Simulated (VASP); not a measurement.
These are AM05 GGA, VASP's PBE PAW potentials (set 64) (plane waves; VASP 6.6.1) values and carry that method's errors.

A VASP calculation is set up with these files.

POSCAR:
```
Pd
1
    0.0000000000     1.9149454450     1.9149454450
    1.9149454450     0.0000000000     1.9149454450
    1.9149454450     1.9149454450     0.0000000000
Pd
1
Direct
  0.0000000000   0.0000000000   0.0000000000
```

### INCAR
```
SYSTEM = Pd
PREC = Accurate; ENCUT = 520; LREAL = .False.
LASPH = .True.
EDIFF = 1E-7; NELM = 100; ALGO = Normal
LMAXMIX = 4
ISMEAR = 1; SIGMA = 0.1
GGA = AM
ISIF = 2
LWAVE = .False.; LCHARG = .False.
```

File KPOINTS:
```
Automatic mesh
0
gamma
  16 16 16
```

POTCAR, in this order: Pd (PBE.64 set). Program: vasp_std.

The run wrote:

### OSZICAR
```
       N       E                     dE             d eps       ncg     rms          rms(c)
DAV:   1     0.389914742541E+02    0.38991E+02   -0.53683E+03  2642   0.105E+03
DAV:   2    -0.560919935483E+01   -0.44601E+02   -0.43414E+02  2764   0.196E+02
DAV:   3    -0.602070215016E+01   -0.41150E+00   -0.40859E+00  3060   0.214E+01
DAV:   4    -0.602291630823E+01   -0.22142E-02   -0.22136E-02  3025   0.147E+00
DAV:   5    -0.602294224080E+01   -0.25933E-04   -0.25933E-04  3086   0.131E-01    0.946E+00
DAV:   6    -0.567287613545E+01    0.35007E+00   -0.15063E+00  2672   0.118E+01    0.438E+00
DAV:   7    -0.565683808964E+01    0.16038E-01   -0.15947E-02  2997   0.113E+00    0.224E+00
DAV:   8    -0.565154090528E+01    0.52972E-02   -0.14789E-03  2881   0.356E-01    0.905E-02
DAV:   9    -0.565154194991E+01   -0.10446E-05   -0.13036E-05  3619   0.415E-02    0.153E-02
DAV:  10    -0.565154650042E+01   -0.45505E-05   -0.17051E-06  2976   0.123E-02    0.392E-03
DAV:  11    -0.565154646889E+01    0.31526E-07   -0.34035E-08  2149   0.164E-03
   1 F= -.56515465E+01 E0= -.56515973E+01  d E =0.152466E-03
```

### OUTCAR
```
------------------------ aborting loop because EDIFF is reached ----------------------------------------
  FORCE on cell =-STRESS in cart. coord.  units (eV):
  Direction    XX          YY          ZZ          XY          YZ          ZX
  --------------------------------------------------------------------------------------
  Total        0.5850933      0.5850933      0.5850933     -0.0000000     -0.0000000      0.0000000
  in kB       66.7477245     66.7477245     66.7477245     -0.0000000     -0.0000000      0.0000000
  external PRESSURE =      66.7477245 kB  Pullay stress =       0.0000000 kB
  volume of cell :       14.04
      direct lattice vectors                 reciprocal lattice vectors
     0.000000000  1.914945445  1.914945445    -0.261104044  0.261104044  0.261104044
     1.914945445  0.000000000  1.914945445     0.261104044 -0.261104044  0.261104044
     1.914945445  1.914945445  0.000000000     0.261104044  0.261104044 -0.261104044
 POSITION                                       TOTAL-FORCE (eV/Angst)
 -----------------------------------------------------------------------------------
      0.00000      0.00000      0.00000        -0.000000      0.000000     -0.000000
 -----------------------------------------------------------------------------------
    total drift:                               -0.000000     -0.000000     -0.000000
  FREE ENERGIE OF THE ION-ELECTRON SYSTEM (eV)
  ---------------------------------------------------
  free  energy   TOTEN  =        -5.6515464689 eV

  energy  without entropy=       -5.6516989346  energy(sigma->0) =       -5.65159729
```
(Selected blocks of OUTCAR.)

The compound is Pd in the fcc structure. This cell is one point of a volume scan, at 0.97 of the reference volume.
